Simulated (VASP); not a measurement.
Calculation: LDA (Ceperley-Alder, Perdew-Zunger), VASP's LDA PAW potentials (set 64) (plane waves; VASP).

Input for VASP

**POSCAR**
```
SiC
3.080
  0.5000000000  -0.8660253247   0.0000000000
  0.5000000000   0.8660253247   0.0000000000
  0.0000000000   0.0000000000   1.6396103896
Si C
2 2
Cartesian
  0.5000000000  -0.2886756856   0.8198051948
  0.5000000000   0.2886756856   0.0000000000
  0.5000000000  -0.2886756856   1.4346590909
  0.5000000000   0.2886756856   0.6148538961
```

### KPOINTS
```
Automatic mesh
0
gamma
 3 3 2
0 0 0
```

**INCAR**
```
SYSTEM = SiC
PREC = Accurate; ENCUT = 400; LREAL = .FALSE.
LASPH = .TRUE.
EDIFF = 1E-6; NELM = 100; ALGO = Normal
ISMEAR = -1; SIGMA = 0.02
ISIF = 2
LWAVE = .FALSE.; LCHARG = .FALSE.
```

POTCAR, in this order: Si C (LDA.64 set). Program: vasp_std.

The run wrote:

**OUTCAR**
```
 ion  position               nearest neighbor table
   1  0.667  0.333  0.500-   4 1.89   4 1.89   4 1.89   3 1.89   2 3.09   2 3.09   2 3.09   2 3.09
                             2 3.09   2 3.09
   2  0.333  0.667  0.000-   3 1.89   3 1.89   3 1.89   4 1.89   1 3.09   1 3.09   1 3.09   1 3.09
                             1 3.09   1 3.09
   3  0.667  0.333  0.875-   2 1.89   2 1.89   2 1.89   1 1.89
   4  0.333  0.667  0.375-   1 1.89   1 1.89   1 1.89   2 1.89
  LATTYP: Found a hexagonal cell.
 ALAT       =     3.0799997890
 C/A-ratio  =     1.6396105019
 Subroutine PRICEL returns:
 Original cell was already a primitive cell.
 Subroutine GETGRP returns: Found 12 space group operations
The static configuration has the point symmetry C_3v.
 The point group associated with its full space group is C_6v.
The dynamic configuration has the point symmetry C_3v.
 Subroutine INISYM returns: Found 12 space group operations
 Subroutine IBZKPT returns following result:
 Found      6 irreducible k-points:

 Following reciprocal coordinates:
            Coordinates               Weight
  0.000000  0.000000  0.000000      1.000000
  0.333333  0.000000  0.000000      6.000000
  0.333333  0.333333  0.000000      2.000000
  0.000000  0.000000  0.500000      1.000000
  0.333333  0.000000  0.500000      6.000000
  0.333333  0.333333  0.500000      2.000000
   k-points           NKPTS =      6   k-points in BZ     NKDIM =      6   number of bands    NBANDS=     12
   number of dos      NEDOS =    301   number of ions     NIONS =      4
   total plane-waves  NPLWV =  14400
   dimension x,y,z NGX =    20 NGY =   20 NGZ =   36
   dimension x,y,z NGXF=    40 NGYF=   40 NGZF=   72
   ions per type =               2   2
   PREC   = accura    normal or accurate (medium, high low for compatibility)
   ISTART =      0    job   : 0-new  1-cont  2-samecut
   ICHARG =      2    charge: 1-file 2-atom 10-const
   ISPIN  =      1    spin polarized calculation?
   LNONCOLLINEAR =      F non collinear calculations
   LSORBIT =      F    spin-orbit coupling
   INIWAV =      1    electr: 0-lowe 1-rand  2-diag
   ENCUT  =  400.0 eV  29.40 Ry    5.42 a.u.   5.02  5.02  8.24*2*pi/ulx,y,z
   NELM   =    100;   NELMIN=  2; NELMDL= -5     # of ELM steps
   EDIFF  = 0.1E-05   stopping-criterion for ELM
   LREAL  =      F    real-space projection
   NLSPLINE    = F    spline interpolate recip. space projectors
   LMAXMIX     =    2 max onsite mixed and CHGCAR
   VOSKOWN=      0    Vosko Wilk Nusair interpolation
   EDIFFG = 0.1E-04   stopping-criterion for IOM
   NSW    =      0    number of steps for IOM
   NBLOCK =      1;   KBLOCK =      1    inner block; outer block
   IBRION =     -1    ionic relax: 0-MD 1-quasi-New 2-CG
   NFREE  =      0    steps in history (QN), initial steepest desc. (CG)
   ISIF   =      2    stress and relaxation
   ISYM   =      2    0-nonsym 1-usesym 2-fastsym
   TEIN   =    0.0    initial temperature
   TEBEG  =    0.0;   TEEND  =   0.0 temperature during run
   SMASS  =  -3.00    Nose mass-parameter (am)
   PSTRESS=    0.0 pullay stress
   NELECT =      16.0000    total number of electrons
   EFERMI =   0.00;   METHOD = LEGACY
   ISMEAR =    -1;   SIGMA  =   0.02  broadening in eV -4-tet -1-fermi 0-gaus
   IALGO  =     38    algorithm
   LDIAG  =      T    sub-space diagonalisation (order eigenvalues)
   IMIX   =      4    mixing-type and parameters
     AMIX     =   0.40;   BMIX     =  1.00
     AMIX_MAG =   1.60;   BMIX_MAG =  1.00
     AMIN     =   0.10
   GGA     = CA    functional components
   VOSKOWN =     0    Vosko Wilk Nusair interpolation
   LHFCALC =     F    Hartree Fock is set to
   LHFONE  =     F    Hartree Fock one center treatment
   AEXX    =    0.0000 exact exchange contribution
   IVDW    =     0    specifies the selected vdW correction
   LEPSILON=     F    determine dielectric tensor
...
```

### OSZICAR
```
       N       E                     dE             d eps       ncg     rms          rms(c)
DAV:   1     0.195535881263E+02    0.19554E+02   -0.64205E+03   144   0.974E+02
DAV:   2    -0.350030306345E+02   -0.54557E+02   -0.50743E+02   232   0.162E+02
DAV:   3    -0.370224980580E+02   -0.20195E+01   -0.20128E+01   188   0.305E+01
DAV:   4    -0.370440735254E+02   -0.21575E-01   -0.21568E-01   168   0.371E+00
DAV:   5    -0.370445191021E+02   -0.44558E-03   -0.44554E-03   184   0.485E-01    0.129E+01
DAV:   6    -0.329652007507E+02    0.40793E+01   -0.12576E+01   172   0.219E+01    0.591E+00
DAV:   7    -0.328067388094E+02    0.15846E+00   -0.98324E-01   180   0.651E+00    0.247E+00
DAV:   8    -0.327653939238E+02    0.41345E-01   -0.54459E-02   164   0.166E+00    0.633E-01
DAV:   9    -0.327614759646E+02    0.39180E-02   -0.65261E-03   164   0.610E-01    0.127E-01
DAV:  10    -0.327615244544E+02   -0.48490E-04   -0.41867E-04   164   0.153E-01    0.633E-02
DAV:  11    -0.327615274520E+02   -0.29976E-05   -0.20331E-05   172   0.382E-02    0.160E-02
DAV:  12    -0.327615260775E+02    0.13745E-05   -0.29629E-06   140   0.115E-02    0.513E-03
DAV:  13    -0.327615260484E+02    0.29090E-07   -0.64953E-07    84   0.504E-03
   1 F= -.32761526E+02 E0= -.32761526E+02  d E =-.298429E-11
```

OUTCAR:
```
------------------------ aborting loop because EDIFF is reached ----------------------------------------
  FORCE on cell =-STRESS in cart. coord.  units (eV):
  Direction    XX          YY          ZZ          XY          YZ          ZX
  --------------------------------------------------------------------------------------
  Total       -1.0890404     -1.0890402     -1.6154964      0.0000000     -0.0000000      0.0000000
  in kB      -42.0563093    -42.0563017    -62.3868676      0.0000000     -0.0000000      0.0000000
  external PRESSURE =     -48.8331595 kB  Pullay stress =       0.0000000 kB
  volume of cell :       41.49
      direct lattice vectors                 reciprocal lattice vectors
     1.540000000 -2.667358000  0.000000000     0.324675325 -0.187451403  0.000000000
     1.540000000  2.667358000  0.000000000     0.324675325  0.187451403  0.000000000
     0.000000000  0.000000000  5.050000000     0.000000000  0.000000000  0.198019802
  FREE ENERGIE OF THE ION-ELECTRON SYSTEM (eV)
  ---------------------------------------------------
  free  energy   TOTEN  =       -32.7615260484 eV

  energy  without entropy=      -32.7615260484  energy(sigma->0) =      -32.76152605
```
(Selected blocks of OUTCAR.)

OUTCAR:
```
 val. band max:        8.2825254388   @ k =   0.0000   0.0000   0.0000

 cond. band min:      10.3232750815   @ k =   0.3333   0.3333   0.0000


 Fermi energy:         8.7696021337

 k-point     1 :       0.0000    0.0000    0.0000
  band No.  band energies     occupation
      1      -7.2374      2.00000
      2      -3.6023      2.00000
      3      -0.5030      2.00000
      4       6.9444      2.00000
      5       6.9444      2.00000
      6       8.1235      2.00000
      7       8.2825      2.00000
      8       8.2825      2.00000
      9      12.9245      0.00000
     10      14.4398      0.00000
     11      14.7147      0.00000
     12      14.7147      0.00000

 k-point     2 :       0.3333    0.0000    0.0000
  band No.  band energies     occupation
      1      -5.3795      2.00000
      2      -2.2137      2.00000
      3       0.7697      2.00000
      4       1.9842      2.00000
      5       3.9199      2.00000
      6       5.2914      2.00000
      7       6.3704      2.00000
      8       7.3623      2.00000
      9      11.4386      0.00000
     10      13.0068      0.00000
     11      15.3320      0.00000
     12      15.5006      0.00000

 k-point     3 :       0.3333    0.3333    0.0000
  band No.  band energies     occupation
      1      -2.6765      2.00000
      2      -2.6764      2.00000
      3       1.4550      2.00000
      4       2.0059      2.00000
      5       2.0060      2.00000
      6       4.1614      2.00000
      7       4.1614      2.00000
      8       4.4117      2.00000
      9      10.3233      0.00000
     10      16.2573      0.00000
     11      16.9645      0.00000
     12      16.9646      0.00000

 k-point     4 :       0.0000    0.0000    0.5000
  band No.  band energies     occupation
      1      -6.0351      2.00000
      2      -6.0351      2.00000
      3       3.8119      2.00000
      4       3.8119      2.00000
      5       7.5562      2.00000
      6       7.5562      2.00000
...
```

At this cut-off the stress carries a Pulay error, which pulls relaxed volumes low.

The structure is a typed SiC crystal (P6_3mc). The cell was not relaxed at this level. The k-mesh is coarse (spacing up to 0.79 per Å, 2π included), so the numbers may not be converged in it. The run is one of a series of settings (KPOINTS 3×3×2 Γ-centred mesh against the base run), some of them coarse on purpose.
